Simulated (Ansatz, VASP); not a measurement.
# Ge (Germanium) in two plane-wave programs

Aim: how closely do two programs agree when they are given the same cell, functional and k mesh? The structure shown is the end of the Ansatz relaxation below.

Calculated with Ansatz 0.2.0; plane waves, with VASP 6.6.1 beside it; single point at LDA.

### 1. The structure

It takes space group Fd-3m (No. 227, cubic). The conventional cell has a = 5.427 Å, b = 5.427 Å, c = 5.427 Å, α = 90.00°, β = 90.00°, γ = 90.00°. Nearest to Ge lie 4 Ge at 2.35 Å.

### 2. Ansatz: relaxation, LDA

Ansatz runs on its PAW soft_1 files.

This run makes the geometry at which the two programs are then compared.

Input file input.yaml:

```yaml
crystal:
  lattice:
    - [-0.0001250923, 2.7136796682, 2.7136796682]
    - [2.7136796682, -0.0001250923, 2.7136796682]
    - [2.7136796682, 2.7136796682, -0.0001250923]
  atoms:
    - { symbol: Ge, position: [0.4999828045, 0.4999828045, 0.4999828045] }
    - { symbol: Ge, position: [0.7500171955, 0.7500171955, 0.7500171955] }
kpoints:
  mp_grid: { grid: [12, 12, 12], shift: [0.5, 0.5, 0.5] }
hamiltonian:
  xc: lda
  pseudopotentials: { kind: paw, azcp: { folder: soft_1 }, xc_functional: pbe }
scf:
  occupations: { method: gaussian, width: 0.015 }
output:
  forces: true
  stress: true
  eigenvalues: true
relax:
  adjacent_minimum: "off"
  f_tol: 0.001
  max_steps: 60
  cell: { stress_tol: 0.01, fix: [volume] }
```

Started as:

```sh
$ ansatz run input.yaml --threads 4 --pin off --max-ram 10240MiB --backend cpu --events-out ev --progress --plain --runs-dir out
```

Numbers of over 12 decimals in the logs are rounded to 6 here.

Log:

```text
Engine: ansatz 0.2.0, x86_64-unknown-linux-gnu
Pseudopotentials: kind: paw
Pseudopotential: Ge, paw, valence charge 14, recommended cutoff 420 eV (normal), soft_1/Ge.paw.azcp
Functional definition: SPW92
  exchange = slater_x
  correlation = pw_c
Crystal: 2 atoms, lattice volume = 39.970 Å³
Basis set: ecut = 420 eV, 749 PW (Γ)
Bands: 18, of which v1, the nominal top of the filled ones, is band 14 counted from 1 (13 counted from 0)
Symmetry: 12 space group operations
Space group: R-3m (ITA 166), of the structure as read, at distance tolerance 3.4e-5 Å
k-points: 182 of 1728
Non-local potential: Ge, projectors of the file, l = 0: 2, l = 1: 2, l = 2: 3, l = 3: 1
PAW form: soft (Blöchl's): semilocal exchange-correlation on the pseudo side does not see the compensation charge
PAW frozen core: Ge, regenerated for the run's functional, and the local potential with it (the file was generated under x = pbe(κ = 0.804, μ = 0.219515), c = pbe(β = 0.066725))
PAW one-centre angular grid: Ge, 590 points (default); XC on 64 Gauss nodes
Initial density: superposition of atomic densities (chi_scale 0.1, normalization cell)
Initial wavefunctions: pseudopotential atomic-orbital guess
Functional: x = slater, c = lda
SCF iter   1: F=—  HF=-8431.500854 eV  |F-HF|=—  |Δ(HF+E_count)|=         —  Δρ=4.08e-2  dr2=6.02e-1  ethr=3.10e-3  ⟨swp⟩=6.0  Hψ=15857  notcnv=0
preconditioner: auto → none  [insulator: Δε(μ)=0.672 eV  Ē_g=23.992 eV  σ=0.015 eV  W_gap=1.00  n_scr=14 (ndim 8)  ℏωp=31.1 eV  f_vac=0.000  D(μ)=0.00/eV (n_scr^D=0)  ε∞_Penn≈2.7]
SCF iter   2: F=—  HF=-8431.349655 eV  |F-HF|=—  |Δ(HF+E_count)|=   1.51e-1  Δρ=1.82e-2  dr2=9.41e-2  ethr=2.15e-3  ⟨swp⟩=2.0  Hψ=5460  notcnv=0
SCF iter   3: F=—  HF=-8431.333066 eV  |F-HF|=—  |Δ(HF+E_count)|=   1.66e-2  Δρ=3.17e-3  dr2=1.07e-3  ethr=3.36e-4  ⟨swp⟩=2.1  Hψ=4748  notcnv=0
SCF iter   4: F=—  HF=-8431.332792 eV  |F-HF|=—  |Δ(HF+E_count)|=   2.74e-4  Δρ=5.98e-4  dr2=9.06e-5  ethr=3.84e-6  ⟨swp⟩=2.0  Hψ=6552  notcnv=0
SCF iter   5: F=—  HF=-8431.332662 eV  |F-HF|=—  |Δ(HF+E_count)|=   1.30e-4  Δρ=1.28e-4  dr2=5.61e-6  ethr=3.24e-7  ⟨swp⟩=2.0  Hψ=5993  notcnv=0
SCF iter   6: F=—  HF=-8431.332647 eV  |F-HF|=—  |Δ(HF+E_count)|=   1.49e-5  Δρ=1.28e-5  dr2=6.05e-8  ethr=3.57e-10  ⟨swp⟩=4.5  Hψ=18016  notcnv=0
SCF iter   7: F=-8431.332647 eV  HF=-8431.332647 eV  |F-HF|=1.17e-9  |Δ(HF+E_count)|=   1.89e-7  Δρ=6.36e-7  dr2=1.72e-10  ethr=2.16e-10  ⟨swp⟩=5.0  Hψ=14549  notcnv=0
SCF 1 converged in 7 iterations: F = -8431.332647 eV  dr2 = 1.72e-10
  greatest PAW one-centre occupation: 0.998 electrons in one spin orbital (limit 2), on the Ge atom at site 1 (counted from 0), in its partial waves of l = 2
relax step   1: F+E_penalty+E_count = -8431.33264663 eV  Δ(F+E_penalty+E_count) = +0.000e0 eV  max|allowed force component| = 6.797e-4 eV/Å  Δτ_max = 0.0000 Å  P = +9.770 GPa  Ω = 39.970 Å³  fix = [volume]  reactions: volume +9.770 GPa  (7 SCF iters, dr2 threshold 1.00e-7 eV, accepted)
Initial density: handed on by an earlier stage of this run
Initial wavefunctions: pseudopotential atomic-orbital guess (no wavefunctions were taken with the density)
iter 1 solved again at ethr=3.22e-7 eV; its pass at ethr=3.10e-3 eV (dr2=9.02e-5 eV) is discarded
SCF iter   1: F=—  HF=-8431.332649 eV  |F-HF|=—  |Δ(HF+E_count)|=         —  Δρ=9.15e-7  dr2=3.26e-10  ethr=3.22e-7  ⟨swp⟩=3.0  Hψ=24072  notcnv=0
eigensolver tolerance schedule: the retry pair's looser diagonalisation over-reported the residual by 276311.05 of it (diagonalisation noise at an unbounded share of the residual, at the tolerance the schedule requests for it); recorded, not acted on — ethr = c·dr2/N_el stays at c = 1.0e-1
preconditioner: auto → none  [insulator: Δε(μ)=0.445 eV  Ē_g=24.059 eV  σ=0.015 eV  W_gap=1.00  n_scr=14 (ndim 8)  ℏωp=31.1 eV  f_vac=0.035  D(μ)=0.00/eV (n_scr^D=0)  ε∞_Penn≈2.7]
SCF iter   2: F=—  HF=-8431.332647 eV  |F-HF|=—  |Δ(HF+E_count)|=   2.25e-6  Δρ=8.63e-7  dr2=1.35e-10  ethr=1.17e-12  ⟨swp⟩=3.1  Hψ=8374  notcnv=0
SCF iter   3: F=—  HF=-8431.332647 eV  |F-HF|=—  |Δ(HF+E_count)|=  6.37e-11  Δρ=3.44e-7  dr2=1.66e-11  ethr=4.84e-13 (applied; sched 1.00e-12)  ⟨swp⟩=2.0  Hψ=5554  notcnv=0
SCF iter   4: F=—  HF=-8431.332647 eV  |F-HF|=—  |Δ(HF+E_count)|=  5.46e-12  Δρ=8.60e-8  dr2=2.10e-12  ethr=5.92e-14 (applied; sched 1.00e-12)  ⟨swp⟩=2.0  Hψ=5819  notcnv=0
SCF iter   5: F=-8431.332647 eV  HF=-8431.332647 eV  |F-HF|=1.82e-12  |Δ(HF+E_count)|=  1.82e-12  Δρ=3.48e-8  dr2=3.06e-13  ethr=1.00e-12  ⟨swp⟩=4.4  Hψ=11790  notcnv=0
SCF 2 converged in 5 iterations: F = -8431.332647 eV  dr2 = 3.06e-13
relax step   2: F+E_penalty+E_count = -8431.33264663 eV  Δ(F+E_penalty+E_count) = -8.167e-10 eV  max|allowed force component| = 6.798e-4 eV/Å  Δτ_max = 0.0000 Å  P = +9.770 GPa  Ω = 39.970 Å³  fix = [volume]  reactions: volume +9.770 GPa  stress off target by 7.59e-3 GPa on what of the cell is left free  SCF on the basis re-selected at this cell (its energy is not comparable with the rows above)  (5 SCF iters)
basis re-selected at this cell: Δ(F+E_penalty+E_count) = -8.167e-10 eV, ΔP = -0.000 GPa vs the last step (what re-selecting the basis moved, of the pressure what is left beyond the Pulay correction that the steps carried, after the strain that the cell walked since its last selection, with what the two solves' SCF thresholds leave and, on support functions, any second-order correction that the steps lacked; it is no  [...]
SCF converged after 5 iterations
Free energy (F): -8431.332647 eV
Harris-Foulkes:  -8431.332647 eV  (|F-HF|=1.82e-12)
Internal energy: -8431.332647 eV  (E = F + TS)
E sigma→0 (E₀):  -8431.332647 eV
Fermi energy:    10.153274 eV
--- Per-component energies (eV) ---
  E_band       = -269.318137
  E_kinetic    = 190.451844
  E_local      = -4329.110966  (includes V_loc(G=0)·N_el)
  E_nonlocal   = 443.533089
  E_hartree    = 2076.010440
  E_xc         = -144.798433
  E_vxc        = -133.809831  (∫ρ·V_xc dr)
  E_paw        = -3870.061987  (= ΣΔE_a)
  E_vpaw       = -592.403226  (= ΣTr[D̂ρ^β])
  E_aug_tail   = 0.000026  (compensation charges beyond the density's cutoff)
  E_ewald      = -2801.173312
  E_core_change = 3.816653  (= ΣΔE_core)
  E_smearing   = -0.000000  (= −TS)
  E_closure    = 0.000000  (closes the sum)
  Σ components = -8431.332647   (vs F -8431.332647, Δ=0.00e0)
--- Forces (eV/Å), atoms counted from 1 ---
  atom   1  Ge     0.00067983     0.00067983     0.00067983
  atom   2  Ge    -0.00067983    -0.00067983    -0.00067983
  max |Σ_I F_I| component: 0.00e0 eV/Å
--- Stress (GPa, compression-positive) ---
        9.769938      -0.003795      -0.003795
       -0.003795       9.769938      -0.003795
       -0.003795      -0.003795       9.769938
  P = ⅓ Tr σ = 9.7699 GPa (97.699 kbar)
--- Band table (eV; the first three rows and the last of 182) ---
  k-point 0: bands = [... 10 lower, -3.8187, 9.4659, 9.9306, 9.9306, 11.3172, 12.6288, 12.6288, 12.6760]
  k-point 1: bands = [... 10 lower, -3.6919, 8.2008, 9.3633, 9.8476, 11.7310, 12.7596, 12.9054, 13.6110]
  k-point 2: bands = [... 10 lower, -3.3786, 6.4287, 8.8706, 9.4754, 11.4918, 13.2301, 13.5653, 14.9869]
  k-point 181: bands = [... 10 lower, -1.3565, 1.7469, 7.5335, 8.2421, 11.1931, 13.5971, 14.0578, 17.5024]
--- Relaxed structure (1 steps of the walk, 1 accepted, 1 SCFs on fresh bases) ---
  F+E_penalty+E_count = -8431.33264663 eV   max|allowed force component| = 6.798e-4 eV/Å   (the final SCF, on the basis selected at the relaxed cell)
  cell:  # Å, volume = 39.9701 Å³
    - [-0.0001250923, 2.7136796682, 2.7136796682]
    - [2.7136796682, -0.0001250923, 2.7136796682]
    - [2.7136796682, 2.7136796682, -0.0001250923]
  atoms:
    - { symbol: Ge, position: [0.499983, 0.499983, 0.499983] }
    - { symbol: Ge, position: [0.750017, 0.750017, 0.750017] }
```

[end of part 1 of 5]

[Lines on the potential files, build, host, timing and source positions are cut from VASP's logs without a mark.]

[Logs are printed without paths, hosts, clocks, repeated set-up lines and the standing remarks that a program may print on its own settings, such as how far it seeks lower states.]

[Hosts, paths, dates, database ids (printed as entryN), source tags and the programs' standing remarks are cut or masked in the printed files.]
